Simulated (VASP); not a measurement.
These are revTPSS meta-GGA, VASP's PBE PAW potentials (set 64) (plane waves; VASP) values and carry that method's errors.

A VASP calculation is set up with these files.

File POSCAR:
```
SrVO3
1
    3.8155530627     0.0000000000     0.0000000000
    0.0000000000     3.8155530627     0.0000000000
   -0.0000000000    -0.0000000000     3.8155530627
Sr V O
1 1 3
Direct
  0.0000000000   0.0000000000   0.0000000000
  0.5000000000   0.5000000000   0.5000000000
  0.5000000000   0.0000000000   0.5000000000
  0.0000000000   0.5000000000   0.5000000000
  0.5000000000   0.5000000000   0.0000000000
```

KPOINTS:
```
Automatic mesh
0
Gamma
7 7 7
0 0 0
```

**INCAR**
```
ALGO = Normal
EDIFF = 1E-6
EDIFFG = -0.02
ENCUT = 520
IBRION = 2
ISIF = 3
ISMEAR = 1
LASPH = .TRUE.
LCHARG = .FALSE.
LMAXMIX = 4
LMIXTAU = .TRUE.
LREAL = .FALSE.
LWAVE = .FALSE.
METAGGA = RTPSS
NELM = 100
NSW = 60
PREC = Accurate
SIGMA = 0.1
SYSTEM = SrVO3
```

POTCAR, in this order: Sr_sv V_sv O (PBE.64 set). Program: vasp_std.

The resulting files:

**OSZICAR**
```
       N       E                     dE             d eps       ncg     rms          rms(c)
DAV:   1     0.497177159282E+03    0.49718E+03   -0.25181E+04   960   0.190E+03
DAV:   2     0.248888891294E+02   -0.47229E+03   -0.46788E+03  1096   0.560E+02
DAV:   3    -0.158431018540E+02   -0.40732E+02   -0.39749E+02  1216   0.163E+02
DAV:   4    -0.166652212865E+02   -0.82212E+00   -0.82191E+00  1152   0.258E+01
DAV:   5    -0.166800667561E+02   -0.14845E-01   -0.14845E-01  1296   0.283E+00    0.113E+02
DAV:   6    -0.350002930864E+02   -0.18320E+02   -0.30102E+02  1280   0.179E+02    0.363E+01
DAV:   7    -0.334247468187E+02    0.15755E+01   -0.27527E+01  1224   0.455E+01    0.179E+01
DAV:   8    -0.338665676634E+02   -0.44182E+00   -0.61500E+00  1080   0.248E+01    0.148E+01
DAV:   9    -0.334196483426E+02    0.44692E+00   -0.19187E+00  1056   0.898E+00    0.671E+00
DAV:  10    -0.333963286806E+02    0.23320E-01   -0.22431E-01  1144   0.490E+00    0.327E+00
DAV:  11    -0.333765214110E+02    0.19807E-01   -0.30234E-01  1016   0.504E+00    0.342E-01
DAV:  12    -0.334515504672E+02   -0.75029E-01   -0.74942E-02   968   0.295E+00    0.498E-01
DAV:  13    -0.334666816633E+02   -0.15131E-01   -0.96695E-03  1056   0.999E-01    0.189E-01
DAV:  14    -0.334666997242E+02   -0.18061E-04   -0.83092E-04  1384   0.186E-01    0.972E-02
DAV:  15    -0.334670077725E+02   -0.30805E-03   -0.34611E-04   976   0.170E-01    0.464E-02
DAV:  16    -0.334669179755E+02    0.89797E-04   -0.16727E-04  1368   0.867E-02    0.220E-02
DAV:  17    -0.334670082251E+02   -0.90250E-04   -0.46807E-05   976   0.688E-02    0.594E-03
DAV:  18    -0.334670082746E+02   -0.49532E-07   -0.35934E-06  1128   0.126E-02
   1 F= -.33467008E+02 E0= -.33466065E+02  d E =-.334670E+02
       N       E                     dE             d eps       ncg     rms          rms(c)
DAV:   1    -0.341589424302E+02   -0.69193E+00   -0.22077E+01   984   0.495E+01    0.104E+01
DAV:   2    -0.336704182769E+02    0.48852E+00   -0.45385E+00  1056   0.221E+01    0.374E+00
DAV:   3    -0.334940733380E+02    0.17634E+00   -0.15722E+00  1064   0.983E+00    0.262E+00
DAV:   4    -0.334614830796E+02    0.32590E-01   -0.28098E-01  1216   0.509E+00    0.819E-01
DAV:   5    -0.334622420694E+02   -0.75899E-03   -0.24774E-02  1584   0.101E+00    0.627E-01
DAV:   6    -0.334504690188E+02    0.11773E-01   -0.11380E-02  1184   0.110E+00    0.318E-01
DAV:   7    -0.334632517480E+02   -0.12783E-01   -0.12067E-02   968   0.113E+00    0.168E-01
DAV:   8    -0.334625461556E+02    0.70559E-03   -0.83497E-03  1000   0.769E-01    0.906E-02
DAV:   9    -0.334645671415E+02   -0.20210E-02   -0.63871E-04  1440   0.185E-01    0.632E-02
DAV:  10    -0.334654769271E+02   -0.90979E-03   -0.41199E-04   976   0.183E-01    0.128E-02
DAV:  11    -0.334655265566E+02   -0.49629E-04   -0.62973E-05  1248   0.602E-02    0.997E-03
DAV:  12    -0.334655260672E+02    0.48938E-06   -0.51817E-06   944   0.207E-02
   2 F= -.33465526E+02 E0= -.33464506E+02  d E =0.148221E-02
       N       E                     dE             d eps       ncg     rms          rms(c)
DAV:   1    -0.336755674067E+02   -0.21004E+00   -0.58569E+00   992   0.251E+01    0.544E+00
DAV:   2    -0.335105250464E+02    0.16504E+00   -0.84972E-01  1024   0.955E+00    0.145E+00
DAV:   3    -0.334986768865E+02    0.11848E-01   -0.28204E-01  1072   0.409E+00    0.127E+00
DAV:   4    -0.334875475597E+02    0.11129E-01   -0.73025E-02  1232   0.264E+00    0.351E-01
DAV:   5    -0.334875993250E+02   -0.51765E-04   -0.75116E-03  1688   0.536E-01    0.263E-01
DAV:   6    -0.334870613538E+02    0.53797E-03   -0.17001E-03  1224   0.408E-01    0.147E-01
DAV:   7    -0.334876379636E+02   -0.57661E-03   -0.21898E-03   960   0.500E-01    0.878E-02
DAV:   8    -0.334878572155E+02   -0.21925E-03   -0.24285E-03   968   0.459E-01    0.485E-02
DAV:   9    -0.334886126325E+02   -0.75542E-03   -0.29907E-04   984   0.170E-01    0.204E-02
DAV:  10    -0.334886564037E+02   -0.43771E-04   -0.58350E-05  1048   0.706E-02    0.719E-03
DAV:  11    -0.334886570867E+02   -0.68304E-06   -0.45910E-06   904   0.215E-02
   3 F= -.33488657E+02 E0= -.33487674E+02  d E =-.216488E-01
```

File OUTCAR:
```
------------------------ aborting loop because EDIFF is reached ----------------------------------------
  FORCE on cell =-STRESS in cart. coord.  units (eV):
  Direction    XX          YY          ZZ          XY          YZ          ZX
  --------------------------------------------------------------------------------------
  Total       -0.0120987     -0.0120987     -0.0120987     -0.0000000      0.0000000     -0.0000000
  in kB       -0.3404063     -0.3404063     -0.3404063     -0.0000000      0.0000000     -0.0000000
  external PRESSURE =      -0.3404063 kB  Pullay stress =       0.0000000 kB
  volume of cell :       56.94
      direct lattice vectors                 reciprocal lattice vectors
     3.847255258  0.000000000  0.000000000     0.259925566  0.000000000  0.000000000
    -0.000000000  3.847255258  0.000000000    -0.000000000  0.259925566  0.000000000
    -0.000000000 -0.000000000  3.847255258    -0.000000000 -0.000000000  0.259925566
 POSITION                                       TOTAL-FORCE (eV/Angst)
 -----------------------------------------------------------------------------------
      0.00000      0.00000      0.00000         0.000000      0.000000      0.000000
      1.92363      1.92363      1.92363        -0.000000     -0.000000      0.000000
      1.92363      0.00000      1.92363         0.000000     -0.000000      0.000000
     -0.00000      1.92363      1.92363        -0.000000     -0.000000      0.000000
      1.92363      1.92363      0.00000         0.000000      0.000000      0.000000
 -----------------------------------------------------------------------------------
    total drift:                                0.000000      0.000000      0.000000
  FREE ENERGIE OF THE ION-ELECTRON SYSTEM (eV)
  ---------------------------------------------------
  free  energy   TOTEN  =       -33.4886570867 eV

  energy  without entropy=      -33.4857075517  energy(sigma->0) =      -33.48767391

 reached required accuracy - stopping structural energy minimisation
```
(Selected blocks of OUTCAR.)

### CONTCAR
```
SrVO3
   1.00000000000000
     3.8472552581201311    0.0000000000000000    0.0000000000000000
    -0.0000000000000000    3.8472552581201311    0.0000000000000000
    -0.0000000000000000   -0.0000000000000000    3.8472552581201311
  Sr              V               O
     1     1     3
Direct
     0.0000000000000000    0.0000000000000000    0.0000000000000000
     0.5000000000000000    0.5000000000000000    0.5000000000000000
     0.5000000000000000    0.0000000000000000    0.5000000000000000
     0.0000000000000000    0.5000000000000000    0.5000000000000000
     0.5000000000000000    0.5000000000000000    0.0000000000000000
```

Energy and stress use the plane-wave basis of the starting cell.

The compound is SrVO3 in the cubic perovskite structure. This run relaxes it. Symmetry was kept, so distortions that lower it aren't found. The start is the result of an earlier pass. The run is not spin-polarised, so no magnetic state was tried. The electron count is odd and the run is not spin-polarised, which forces a metal.
